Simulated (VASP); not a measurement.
```
ZrS2
1.0
    1.82134    -3.15465     0.00000
    1.82134     3.15465     0.00000
    0.00000     0.00000     5.76830
Zr S
1 2
Direct
  0.00000   0.00000   0.00000
  0.33333   0.66667   0.24970
  0.66667   0.33333   0.75030
```

Level of theory: optB88-vdW, VASP's PBE PAW potentials (set 64) (plane waves; VASP). Settings: 520 eV cut-off, 7×7×4 Γ-centred mesh, Gaussian smearing of 0.050 eV, potentials Zr_sv S.

Question: The ions and cell shape at fixed volume are relaxed. Which structure does the run end with?

Answer: 
```
ZrS2
1.0
    1.82863    -3.16729     0.00000
    1.82863     3.16729     0.00000
    0.00000     0.00000     5.72235
Zr S
1 2
Cartesian
  0.00000   0.00000   0.00000
  1.82863   1.05576   1.46018
  1.82863  -1.05576   4.26216
```
Space group P-3m1 (164), at a tolerance of 0.03 Å.

Question: How much energy does the relaxation gain?

Answer: The energy (σ→0) changes by -3.8 meV/atom, in 5 ionic steps.

The compound is ZrS2 in the 1T layered structure. This cell is one point of a volume scan, at 0.97 of the reference volume. Symmetry was kept, so distortions that lower it aren't found.
